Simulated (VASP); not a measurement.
Consider the following.

```
CELL_PARAMETERS angstrom
      3.14381    -5.44765     0.00000
      1.57295     2.72443     0.00000
      0.00000     0.00000     5.09262
ATOMIC_POSITIONS crystal
  Ga 0.33534 0.33534 0.50197
  Ga 0.16466 0.66466 0.00197
  N  0.34028 0.34028 0.88460
  N  0.15972 0.65972 0.38460
  N  0.82573 0.32573 0.87588
  N  0.67427 0.67427 0.37588
  Al 0.83106 0.33106 0.50155
  Al 0.66894 0.66894 0.00155
```

Computed with PBEsol GGA, VASP's PBE PAW potentials (set 64) (plane waves; VASP 6.6.1). Run with 520 eV cut-off, Gaussian smearing of 0.050 eV, potentials Ga_d N Al.

Give the energies of bands 17 to 30 at the high-symmetry points, in eV from the valence-band maximum.

```
band      Γ      X      S      Y      Z      U      R      T
----  -----  -----  -----  -----  -----  -----  -----  -----
17    -4.79  -4.63  -4.78  -4.05  -3.61  -5.11  -5.81  -3.89
18    -3.82  -4.63  -4.78  -3.57  -3.61  -5.11  -5.81  -3.89
19    -2.47  -3.96  -3.75  -3.12  -1.78  -3.37  -1.90  -1.98
20    -2.08  -3.96  -3.75  -2.25  -1.78  -3.37  -1.90  -1.98
21    -0.99  -3.37  -2.44  -1.85  -1.66  -3.15  -1.77  -1.78
22    -0.96  -3.37  -2.44  -1.78  -1.66  -3.15  -1.77  -1.78
23    -0.94  -2.06  -2.11  -0.79  -0.56  -1.49  -1.62  -1.41
24    -0.14  -2.06  -2.11  -0.74  -0.56  -1.49  -1.62  -1.41
25    -0.10  -1.67  -0.85  -0.47  -0.50  -1.19  -1.48  -0.97
26     0.00  -1.67  -0.85  -0.20  -0.50  -1.19  -1.48  -0.97
27     2.90   5.57   5.05   4.92   4.61   6.06   4.53   5.56
28     4.92   5.57   5.05   5.32   4.61   6.06   4.53   5.56
29     5.63   7.33   5.68   6.47   5.34   6.31   4.93   6.07
30     5.72   7.34   5.68   6.80   5.34   6.31   4.93   6.07
```

The gap is direct, 2.90 eV, from the valence maximum at Γ to the conduction minimum at Γ.

The structure was generated: Al2Ga2N4 was put into an ordered model structure (Pmn2_1), which need not be its known phase. It was relaxed first.
